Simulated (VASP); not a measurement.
Energy against volume of ZrO2 (fluorite). Method: r2SCAN meta-GGA, VASP's PBE PAW potentials (set 64) (plane waves; VASP).

| V (Å³/atom) | E (eV/atom) |
|---|---|
| 10.342 | -15.24901 |
| 10.672 | -15.27650 |
| 11.002 | -15.28538 |
| 11.332 | -15.27826 |
| 11.662 | -15.25755 |

Fit a third-order Birch-Murnaghan equation of state.

- volume per atom = 11.01 Å³/atom
- bulk modulus = 256 GPa
- pressure derivative of the bulk modulus = 4.22
- lattice constant a = 5.093 Å

Measured: a 5.090 Å at 0 K (computed value off by +0.1 %), as given by Xinyuan Zhao et al., Physical review. B, Condensed matter (2002), arXiv:cond-mat/0108491 [extrapolated to 0 K from high-temperature diffraction of the cubic phase (5.27 Å at 2410 °C), as arXiv:1708.09424 says of the same reference; zero-point expansion not removed].

The compound is ZrO2 in the fluorite structure, the high-temperature cubic form, which is unstable at 0 K; the monoclinic form is the stable one. It was relaxed first.
